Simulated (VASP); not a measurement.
Consider the following.

```
CELL_PARAMETERS angstrom
      0.00000     2.72705     2.72705
      2.72705     0.00000     2.72705
      2.72705     2.72705     0.00000
ATOMIC_POSITIONS crystal
  Cd 0.00000 0.00000 0.00000
  S  0.25000 0.25000 0.25000
```

All values below come from PBEsol GGA, VASP's PBE PAW potentials (set 64) (plane waves; VASP). Numerical set-up: 500 eV cut-off, 8×8×8 Γ-centred mesh, Gaussian smearing of 0.050 eV, potentials Cd S.

Problem. Predict the energy per atom (σ→0), pressure, band gap (on the k-mesh) with the smallest direct gap where there is one.

Solution. 
| Item | Value |
|---|---|
| band gap (on the k-mesh) | 1.39 eV |
| smallest direct gap (on the k-mesh) | 1.39 eV |
| energy per atom (σ→0) | -3.170 eV/atom |
| pressure | 19.93 GPa |

Only differences to runs with the same potentials and settings are physical.

The compound is CdS in the zinc blende structure, a metastable form; wurtzite is the usual one. It was relaxed first under an external pressure of 20 GPa.
